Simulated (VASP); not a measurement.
Consider the following.

```
K2S
1.0
    0.00000     3.66743     3.66743
    3.66743     0.00000     3.66743
    3.66743     3.66743     0.00000
K S
2 1
Direct
  0.25000   0.25000   0.25000
  0.75000   0.75000   0.75000
  0.00000   0.00000   0.00000
```

Level of theory: PBEsol GGA, VASP's PBE PAW potentials (set 64) (plane waves; VASP 6.6.1). Numerical set-up: 500 eV cut-off, 5×5×5 Γ-centred mesh, Gaussian smearing of 0.050 eV, potentials K_sv S.

Problem. Predict the energy per atom (σ→0).

Solution. 
The energy per atom (σ→0) comes out as -3.288 eV/atom.

The absolute energy has meaning only against runs of the same code, potentials and settings.

The compound is K2S in the antifluorite structure. It was relaxed first.
